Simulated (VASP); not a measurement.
## MnSiSe3: band structure with PW91

The system is MnSiSe3.

```
CELL_PARAMETERS angstrom
4.83412 0.00000 0.00000
0.00000 4.83412 0.00000
0.00000 0.00000 4.83412
ATOMIC_POSITIONS crystal
Mn 0.00000 0.00000 0.00000
Si 0.50000 0.50000 0.50000
Se 0.00000 0.50000 0.50000
Se 0.50000 0.00000 0.50000
Se 0.50000 0.50000 0.00000
```

The cell was built by a generator and needn't be a form met in nature.

| Item | Value |
| --- | --- |
| Program | VASP 6.6.1 |
| Task | band structure |
| Functional | PW91 |
| Potentials or basis | VASP PAW PBE potentials, release 64 (Mn_pv, Si, Se) |
| Cutoff | 520 eV |
| k mesh | 5 × 5 × 5 |
| Occupations | fermi-dirac, width 0.05 eV |
| Spin | collinear spin, ferromagnetic start |
| Starting moments | [4.0, 0.0, 0.0, 0.0, 0.0] μB |
| Further INCAR settings | ALGO = Normal; EDIFF = 1e-07; NBANDS = 30 |

```json
{
 "Pressure": "0.3 GPa",
 "Band gap along the path": "none (metal or under the smearing width)",
 "Net moment": "5.21 μB per cell",
 "Site moments": "Mn +4.46; Si +0.04; Se +0.06 μB",
 "Valence electrons inside the program's atomic spheres": "Mn 11.11; Si 1.52; Se 3.83"
}
```

Levels at the corners of the path, in eV from the Fermi level:
Spin up:
```
point  band 18  band 19  band 20  band 21  band 22  band 23
    Γ    -1.05    -1.00    -1.00    -1.00    -0.20     4.64
    X    -1.25    -0.62    -0.62     0.75     0.91     3.61
    X    -1.25    -0.62    -0.62     0.75     0.91     3.61
    M    -1.66    -1.60     0.68     1.50     2.07     2.07
    M    -1.66    -1.60     0.68     1.50     2.07     2.07
    Γ    -1.05    -1.00    -1.00    -1.00    -0.20     4.64
    Γ    -1.05    -1.00    -1.00    -1.00    -0.20     4.64
    R    -1.04     0.64     0.64     0.64     1.82     1.82
    R    -1.04     0.64     0.64     0.64     1.82     1.82
    X    -1.25    -0.62    -0.62     0.75     0.91     3.61
    M    -1.66    -1.60     0.68     1.50     2.07     2.07
    R    -1.04     0.64     0.64     0.64     1.82     1.82
```
Spin down:
| point | band 13 | band 14 | band 15 | band 16 | band 17 | band 18 |
| --- | --- | --- | --- | --- | --- | --- |
| Γ | -0.96 | -0.85 | -0.85 | -0.85 | 0.54 | 0.54 |
| X | -1.94 | -1.07 | -1.07 | 0.63 | 0.67 | 0.90 |
| X | -1.94 | -1.07 | -1.07 | 0.63 | 0.67 | 0.90 |
| M | -2.32 | -1.54 | 0.23 | 0.63 | 0.72 | 1.17 |
| M | -2.32 | -1.54 | 0.23 | 0.63 | 0.72 | 1.17 |
| Γ | -0.96 | -0.85 | -0.85 | -0.85 | 0.54 | 0.54 |
| Γ | -0.96 | -0.85 | -0.85 | -0.85 | 0.54 | 0.54 |
| R | 0.14 | 0.71 | 0.71 | 0.71 | 0.72 | 0.72 |
| R | 0.14 | 0.71 | 0.71 | 0.71 | 0.72 | 0.72 |
| X | -1.94 | -1.07 | -1.07 | 0.63 | 0.67 | 0.90 |
| M | -2.32 | -1.54 | 0.23 | 0.63 | 0.72 | 1.17 |
| R | 0.14 | 0.71 | 0.71 | 0.71 | 0.72 | 0.72 |

It took 3.1 min on 1 thread of Intel(R) Xeon(R) Platinum 8488C (Sapphire Rapids) (shared host), peak memory 0.28 GiB.

Caveat: the PAW data sets were made with another functional, which shifts forces and pressure a little; a cell with one magnetic atom can't hold antiferromagnetic order, which such compounds often take; semilocal functionals often make such compounds metallic where correlation or magnetic order opens a gap, which also shifts bond lengths.
